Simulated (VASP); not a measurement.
Given:

```
AuCu3
1.0
    3.79072     0.00000     0.00000
    0.00000     3.79072     0.00000
    0.00000     0.00000     3.79072
Cu Au
3 1
Cartesian
  0.00000   1.89536   1.89536
  1.89536   0.00000   1.89536
  1.89536   1.89536   0.00000
  0.00000   0.00000   0.00000
```

The numbers are results of PBEsol GGA, VASP's PBE PAW potentials (set 64) (plane waves; VASP), not measurements. Run with 520 eV cut-off, 8×8×8 Γ-centred mesh, first-order Methfessel-Paxton smearing of 0.10 eV, potentials Cu Au.

Unless said otherwise, spin-orbit coupling is left out, though it shifts the bands of the heavy elements here.

### Question
Predict the energy per atom (σ→0), pressure, band gap (on the k-mesh) with the smallest direct gap where there is one.

### Answer

```yaml
band gap (on the k-mesh): none (metal, semimetal or under 0.01 eV)
energy per atom (σ→0): -4238 meV/atom
pressure: -83.2 kbar
```

Total energies compare only between runs with the same potentials, cut-off and functional.

The compound is Cu3Au in the L1_2 structure. This cell is one point of a volume scan, at 1.06 of the reference volume.
